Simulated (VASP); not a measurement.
Calculation: revPBE GGA, VASP's PBE PAW potentials (set 64) (plane waves; VASP).

VASP input:

### KPOINTS
```
Automatic mesh
0
Gamma
3 3 3
0.5 0.5 0.5
```

INCAR:
```
PREC = Accurate
ALGO = Normal   ! blocked Davidson
ISIF = 2
ISMEAR = -1
LCHARG = .FALSE.
LWAVE = .FALSE.
GGA = RE
SIGMA = 0.02   ! width (eV)
LMAXMIX = 4   ! l cut-off of mixed one-centre charges
SYSTEM = VBiO4
EDIFF = 1E-6   ! SCF stop (eV)
LASPH = .TRUE.   ! aspherical one-centre terms
LREAL = .FALSE.
ENCUT = 400   ! plane-wave cut-off (eV)
NELM = 100
```

**POSCAR**
```
VBiO4
1
   -2.5451760000     2.5451760000     5.7601290000
    2.5451760000    -2.5451760000     5.7601290000
    2.5451760000     2.5451760000    -5.7601290000
V Bi O
2 2 8
Direct
  0.5000000000   0.5000000000   0.0000000000
  0.2500000000   0.7500000000   0.5000000000
  0.0000000000   0.0000000000   0.0000000000
  0.7500000000   0.2500000000   0.5000000000
  0.1708500000   0.5619000000   0.8910100000
  0.3119000000   0.9208900000   0.8910500000
  0.6708900000   0.2798400000   0.1089900000
  0.0298400000   0.4208500000   0.1089500000
  0.5791500000   0.6881000000   0.6089900000
  0.4381000000   0.3291100000   0.6089500000
  0.0791100000   0.9701600000   0.3910100000
  0.7201600000   0.8291500000   0.3910500000
```

POTCAR, in this order: V_sv Bi_d O (PBE.64 set). Program: vasp_std.

The run wrote:

OUTCAR:
```
 ion  position               nearest neighbor table
   1  0.500  0.500  0.000-   5 1.72   7 1.72  10 1.72  12 1.72
   2  0.250  0.750  0.500-   9 1.72   8 1.72   6 1.72  11 1.72
   3  0.000  0.000  0.000-  10 2.41   5 2.41   7 2.41  12 2.41   9 2.45   6 2.45  11 2.45   8 2.45
                             4 3.84   4 3.84   4 3.84   4 3.84
   4  0.750  0.250  0.500-   8 2.41   9 2.41  11 2.41   6 2.41   5 2.45   7 2.45  12 2.45  10 2.45
                             3 3.84   3 3.84   3 3.84   3 3.84
   5  0.171  0.562  0.891-   1 1.72   3 2.41   4 2.45
   6  0.312  0.921  0.891-   2 1.72   4 2.41   3 2.45
   7  0.671  0.280  0.109-   1 1.72   3 2.41   4 2.45
   8  0.030  0.421  0.109-   2 1.72   4 2.41   3 2.45
   9  0.579  0.688  0.609-   2 1.72   4 2.41   3 2.45
  10  0.438  0.329  0.609-   1 1.72   3 2.41   4 2.45
  11  0.079  0.970  0.391-   2 1.72   4 2.41   3 2.45
  12  0.720  0.829  0.391-   1 1.72   3 2.41   4 2.45
  LATTYP: Found a body centered tetragonal cell.
 ALAT       =     5.0903520000
 C/A-ratio  =     2.2631554753
 Subroutine PRICEL returns:
 Original cell was already a primitive cell.
 Subroutine GETGRP returns: Found  8 space group operations
The static configuration has the point symmetry S_4 .
 The point group associated with its full space group is C_4h.
The dynamic configuration has the point symmetry S_4 .
 Subroutine INISYM returns: Found  8 space group operations
 Subroutine IBZKPT returns following result:
 Found      6 irreducible k-points:

 Following reciprocal coordinates:
            Coordinates               Weight
  0.166667  0.166667  0.166667      8.000000
 -0.166667  0.166667  0.166667      4.000000
  0.500000  0.500000  0.166667      4.000000
 -0.166667  0.500000  0.166667      8.000000
 -0.166667 -0.166667  0.166667      2.000000
  0.500000  0.500000  0.500000      1.000000
   k-points           NKPTS =      6   k-points in BZ     NKDIM =      6   number of bands    NBANDS=     62
   number of dos      NEDOS =    301   number of ions     NIONS =     12
   total plane-waves  NPLWV = 110592
   dimension x,y,z NGX =    48 NGY =   48 NGZ =   48
...
```

File OSZICAR:
```
       N       E                     dE             d eps       ncg     rms          rms(c)
DAV:   1     0.140476480836E+04    0.14048E+04   -0.48556E+04   760   0.167E+03
DAV:   2     0.132958643626E+03   -0.12718E+04   -0.12227E+04   782   0.532E+02
DAV:   3    -0.954579425053E+02   -0.22842E+03   -0.21751E+03   886   0.222E+02
DAV:   4    -0.109564906120E+03   -0.14107E+02   -0.14028E+02   806   0.611E+01
DAV:   5    -0.110297051628E+03   -0.73215E+00   -0.73097E+00  1104   0.135E+01    0.711E+01
DAV:   6    -0.960866357235E+02    0.14210E+02   -0.23836E+02  1120   0.104E+02    0.411E+01
DAV:   7    -0.892164287948E+02    0.68702E+01   -0.15905E+02   958   0.101E+02    0.318E+01
DAV:   8    -0.877777800531E+02    0.14386E+01   -0.28267E+01   980   0.218E+01    0.203E+01
DAV:   9    -0.847561912261E+02    0.30216E+01   -0.88079E+00  1032   0.182E+01    0.336E+00
DAV:  10    -0.847768262359E+02   -0.20635E-01   -0.93004E-01  1026   0.482E+00    0.247E+00
DAV:  11    -0.848334961059E+02   -0.56670E-01   -0.35232E-01   928   0.492E+00    0.367E+00
DAV:  12    -0.847697078949E+02    0.63788E-01   -0.17162E-01   856   0.362E+00    0.302E-01
DAV:  13    -0.847696987683E+02    0.91266E-05   -0.91490E-03  1008   0.589E-01    0.228E-01
DAV:  14    -0.847698763775E+02   -0.17761E-03   -0.10669E-03   902   0.223E-01    0.116E-01
DAV:  15    -0.847698412224E+02    0.35155E-04   -0.34022E-04   858   0.174E-01    0.328E-02
DAV:  16    -0.847698381430E+02    0.30794E-05   -0.52148E-05   804   0.426E-02    0.123E-02
DAV:  17    -0.847698371953E+02    0.94765E-06   -0.10299E-05   888   0.261E-02    0.123E-02
DAV:  18    -0.847698363261E+02    0.86918E-06   -0.24076E-06   650   0.118E-02
   1 F= -.84769836E+02 E0= -.84769836E+02  d E =-.368127E-14
```

**OUTCAR**
```
------------------------ aborting loop because EDIFF is reached ----------------------------------------
  FORCE on cell =-STRESS in cart. coord.  units (eV):
  Direction    XX          YY          ZZ          XY          YZ          ZX
  --------------------------------------------------------------------------------------
  Total        5.5952165      5.5952165      5.3715365      0.0000004      0.0000000      0.0000000
  in kB       60.0619791     60.0619791     57.6608807      0.0000039      0.0000000      0.0000000
  external PRESSURE =      59.2616130 kB  Pullay stress =       0.0000000 kB
  volume of cell :      149.25
      direct lattice vectors                 reciprocal lattice vectors
    -2.545176000  2.545176000  5.760129000     0.000000000  0.196450069  0.086803612
     2.545176000 -2.545176000  5.760129000     0.196450069  0.000000000  0.086803612
     2.545176000  2.545176000 -5.760129000     0.196450069  0.196450069  0.000000000
 POSITION                                       TOTAL-FORCE (eV/Angst)
 -----------------------------------------------------------------------------------
      0.00000      0.00000      5.76013        -0.000000      0.000000      0.000000
      2.54518     -0.00000      2.88006        -0.000000      0.000000      0.000000
      0.00000      0.00000      0.00000        -0.000000      0.000000      0.000000
     -0.00000      2.54518      2.88006        -0.000000      0.000000      0.000000
      3.26307      1.27249     -0.91160         0.123591     -0.218364     -0.230311
      3.81787      0.71789      1.96847         0.218364      0.123591     -0.230311
     -0.71789      1.27269      4.84853        -0.123591      0.218364     -0.230311
      1.27249     -0.71789      1.96847        -0.218364     -0.123591     -0.230311
      1.82728      1.27269      3.79166        -0.123591      0.218364      0.230311
      1.27249      1.82728      0.91160        -0.218364     -0.123591      0.230311
      3.26307     -1.27269      3.79166         0.123591     -0.218364      0.230311
      1.27269      0.71789      6.67173         0.218364      0.123591      0.230311
 -----------------------------------------------------------------------------------
    total drift:                                0.000000     -0.000000      0.000000
  FREE ENERGIE OF THE ION-ELECTRON SYSTEM (eV)
  ---------------------------------------------------
  free  energy   TOTEN  =       -84.7698363261 eV

  energy  without entropy=      -84.7698363261  energy(sigma->0) =      -84.76983633
```
(Selected blocks of OUTCAR.)

At this cut-off the stress carries a Pulay error, which pulls relaxed volumes low.

The structure comes from a computed database's VBiO4 entry; how it stands against other phases isn't given here. The cell was not relaxed at this level. The k-mesh is coarse (spacing up to 0.58 per Å, 2π included), so the numbers may not be converged in it. The run is one of a series of settings (KPOINTS 3×3×3 Γ-centred mesh shifted by (0.5, 0.5, 0.5) against the base run), some of them coarse on purpose. The run is not spin-polarised, so no magnetic state was tried.
